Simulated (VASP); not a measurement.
Calculation: SCAN meta-GGA, VASP's PBE PAW potentials (set 64) (plane waves; VASP).

A VASP calculation is set up with these files.

**INCAR**
```
SYSTEM = LiCl
PREC = Accurate; ENCUT = 520; LREAL = .False.
LASPH = .True.
EDIFF = 1E-7; NELM = 100; ALGO = Normal
LMIXTAU = .True.
ISMEAR = -5
METAGGA = SCAN
ISIF = 2
LWAVE = .False.; LCHARG = .False.; LORBIT = 11
NEDOS = 601
```

### KPOINTS
```
Automatic
0
Gamma
10 10 10
```

### POSCAR
```
LiCl
1.0
  0.0000000000   2.5429678259   2.5429678259
  2.5429678259   0.0000000000   2.5429678259
  2.5429678259   2.5429678259   0.0000000000
Li Cl
1 1
Cartesian
  0.0000000000   0.0000000000   0.0000000000
  2.5429678259   2.5429678259   2.5429678259
```

KPOINTS_OPT:
```
k-points along high-symmetry lines
10
Line-mode
Reciprocal
  0.000000   0.000000   0.000000 ! GAMMA
  0.500000   0.000000   0.500000 ! X

  0.500000   0.000000   0.500000 ! X
  0.625000   0.250000   0.625000 ! U

  0.375000   0.375000   0.750000 ! K
  0.000000   0.000000   0.000000 ! GAMMA

  0.000000   0.000000   0.000000 ! GAMMA
  0.500000   0.500000   0.500000 ! L

  0.500000   0.500000   0.500000 ! L
  0.500000   0.250000   0.750000 ! W

  0.500000   0.250000   0.750000 ! W
  0.500000   0.000000   0.500000 ! X
```

POTCAR, in this order: Li_sv Cl (PBE.64 set). Program: vasp_std.

The run wrote:

### OUTCAR
```
 ion  position               nearest neighbor table
   1  0.000  0.000  0.000-   2 2.54   2 2.54   2 2.54   2 2.54   2 2.54   2 2.54
   2  0.500  0.500  0.500-   1 2.54   1 2.54   1 2.54   1 2.54   1 2.54   1 2.54
  LATTYP: Found a face centered cubic cell.
 ALAT       =     5.0859356518
 Subroutine PRICEL returns:
 Original cell was already a primitive cell.
 Subroutine GETGRP returns: Found 48 space group operations
The static configuration has the point symmetry O_h .
The dynamic configuration has the point symmetry O_h .
 Subroutine INISYM returns: Found 48 space group operations
 Subroutine IBZKPT returns following result:
 Found     47 irreducible k-points:

 Following reciprocal coordinates:
            Coordinates               Weight
  0.000000  0.000000  0.000000      1.000000
  0.100000  0.000000  0.000000      8.000000
  0.200000  0.000000  0.000000      8.000000
  0.300000  0.000000  0.000000      8.000000
  0.400000  0.000000  0.000000      8.000000
  0.500000  0.000000  0.000000      4.000000
  0.100000  0.100000  0.000000      6.000000
  0.200000  0.100000  0.000000     24.000000
  0.300000  0.100000  0.000000     24.000000
...
```

### OSZICAR
```
       N       E                     dE             d eps       ncg     rms          rms(c)
DAV:   1     0.380344410421E+02    0.38034E+02   -0.44123E+03   846   0.106E+03
DAV:   2    -0.145413110660E+02   -0.52576E+02   -0.51768E+02  1160   0.173E+02
DAV:   3    -0.164175444829E+02   -0.18762E+01   -0.18733E+01  1010   0.387E+01
DAV:   4    -0.164591045070E+02   -0.41560E-01   -0.41515E-01  1289   0.577E+00
DAV:   5    -0.164593724695E+02   -0.26796E-03   -0.26796E-03  1027   0.475E-01    0.252E+00
DAV:   6    -0.139792420203E+02    0.24801E+01   -0.40384E-01  1245   0.612E+00    0.215E+00
DAV:   7    -0.145306337947E+02   -0.55139E+00   -0.14680E-01  1059   0.509E+00    0.359E-01
DAV:   8    -0.146094865773E+02   -0.78853E-01   -0.20975E-01  1027   0.515E+00    0.897E-01
DAV:   9    -0.143039560366E+02    0.30553E+00   -0.51658E-02   889   0.336E+00    0.696E-01
DAV:  10    -0.144589692106E+02   -0.15501E+00   -0.54310E-02  1228   0.350E+00    0.225E-01
DAV:  11    -0.144656691568E+02   -0.66999E-02   -0.51458E-03  1032   0.909E-01    0.214E-01
DAV:  12    -0.144624436203E+02    0.32255E-02   -0.86708E-03   895   0.116E+00    0.120E-01
DAV:  13    -0.144634455607E+02   -0.10019E-02   -0.55453E-03  1106   0.915E-01    0.165E-01
DAV:  14    -0.144649074956E+02   -0.14619E-02   -0.87802E-03  1100   0.125E+00    0.408E-02
DAV:  15    -0.144658283376E+02   -0.92084E-03   -0.12522E-03  1101   0.346E-01    0.501E-02
DAV:  16    -0.144658727412E+02   -0.44404E-04   -0.12874E-05  1264   0.496E-02    0.513E-02
DAV:  17    -0.144658930403E+02   -0.20299E-04   -0.54418E-06   905   0.357E-02    0.491E-02
DAV:  18    -0.144657761294E+02    0.11691E-03   -0.14972E-04  1170   0.125E-01    0.308E-02
DAV:  19    -0.144656920494E+02    0.84080E-04   -0.59740E-04  1139   0.262E-01    0.951E-03
DAV:  20    -0.144656861487E+02    0.59006E-05   -0.10069E-05   957   0.411E-02    0.861E-03
DAV:  21    -0.144656788198E+02    0.73289E-05   -0.13234E-06  1015   0.175E-02    0.676E-03
DAV:  22    -0.144656932825E+02   -0.14463E-04   -0.21470E-05  1139   0.488E-02    0.898E-03
DAV:  23    -0.144656880995E+02    0.51830E-05   -0.11048E-04   962   0.122E-01    0.350E-03
DAV:  24    -0.144656837930E+02    0.43065E-05   -0.95657E-06  1019   0.428E-02    0.302E-03
DAV:  25    -0.144656847113E+02   -0.91834E-06   -0.14912E-06   994   0.186E-02    0.221E-03
DAV:  26    -0.144656857483E+02   -0.10370E-05   -0.77117E-07  1145   0.100E-02    0.222E-03
DAV:  27    -0.144656857667E+02   -0.18372E-07   -0.33488E-06   936   0.210E-02    0.657E-04
DAV:  28    -0.144656870052E+02   -0.12386E-05   -0.16159E-07  1274   0.417E-03    0.662E-04
DAV:  29    -0.144656874530E+02   -0.44775E-06   -0.64177E-09   466   0.887E-04    0.372E-04
DAV:  30    -0.144656874525E+02    0.48806E-09   -0.19581E-08   679   0.168E-03
   1 F= -.14465687E+02 E0= -.14465687E+02  d E =0.000000E+00
       N       E                     dE             ncg
       N       E                     dE             ncg
```

### OUTCAR
```
------------------------ aborting loop because EDIFF is reached ----------------------------------------
  FORCE on cell =-STRESS in cart. coord.  units (eV):
  Direction    XX          YY          ZZ          XY          YZ          ZX
  --------------------------------------------------------------------------------------
  Total       -0.0064510     -0.0064510     -0.0064510     -0.0000000      0.0000000     -0.0000000
  in kB       -0.3142587     -0.3142587     -0.3142587     -0.0000000      0.0000000     -0.0000000
  external PRESSURE =      -0.3142587 kB  Pullay stress =       0.0000000 kB
  volume of cell :       32.89
      direct lattice vectors                 reciprocal lattice vectors
     0.000000000  2.542967826  2.542967826    -0.196620655  0.196620655  0.196620655
     2.542967826  0.000000000  2.542967826     0.196620655 -0.196620655  0.196620655
     2.542967826  2.542967826  0.000000000     0.196620655  0.196620655 -0.196620655
  FREE ENERGIE OF THE ION-ELECTRON SYSTEM (eV)
  ---------------------------------------------------
  free  energy   TOTEN  =       -14.4656874525 eV

  energy  without entropy=      -14.4656874525  energy(sigma->0) =      -14.46568745

 total charge

# of ion       s       p       d       tot
------------------------------------------
    1        2.004   0.011   0.000   2.015
    2        1.590   3.628   0.000   5.218
--------------------------------------------------
tot          3.594   3.638   0.000   7.233
```
(Selected blocks of OUTCAR.)

File OUTCAR:
```
 val. band max:        0.3601060109   @ k =   0.0000   0.0000   0.0000

 cond. band min:       7.8399875010   @ k =   0.0000   0.0000   0.0000


 Fermi energy:         0.4180945104

 k-point     1 :       0.0000    0.0000    0.0000
  band No.  band energies     occupation
      1     -44.3740      2.00000
      2     -13.7419      2.00000
      3       0.3601      2.00000
      4       0.3601      2.00000
      5       0.3601      2.00000
      6       7.8400      0.00000
      7      13.0772      0.00000
      8      13.0772      0.00000
      9      13.0772      0.00000

 k-point     2 :       0.1000    0.0000    0.0000
  band No.  band energies     occupation
      1     -44.3738      2.00000
      2     -13.6892      2.00000
      3       0.0033      2.00000
      4       0.3302      2.00000
      5       0.3303      2.00000
      6       8.1500      0.00000
      7      12.5188      0.00000
      8      13.1244      0.00000
      9      13.1245      0.00000

 k-point     3 :       0.2000    0.0000    0.0000
  band No.  band energies     occupation
      1     -44.3730      2.00000
      2     -13.5460      2.00000
      3      -0.8186      2.00000
      4       0.2550      2.00000
      5       0.2550      2.00000
      6       8.5761      0.00000
      7      12.1218      0.00000
      8      12.4403      0.00000
      9      12.4406      0.00000

 k-point     4 :       0.3000    0.0000    0.0000
  band No.  band energies     occupation
      1     -44.3721      2.00000
      2     -13.3573      2.00000
      3      -1.6974      2.00000
      4       0.1674      2.00000
      5       0.1674      2.00000
      6       8.4215      0.00000
      7      11.5090      0.00000
      8      11.5094      0.00000
      9      12.8861      0.00000

 k-point     5 :       0.4000    0.0000    0.0000
  band No.  band energies     occupation
      1     -44.3713      2.00000
      2     -13.1937      2.00000
      3      -2.3424      2.00000
...
```

The compound is LiCl in the rock salt structure. It was relaxed first.
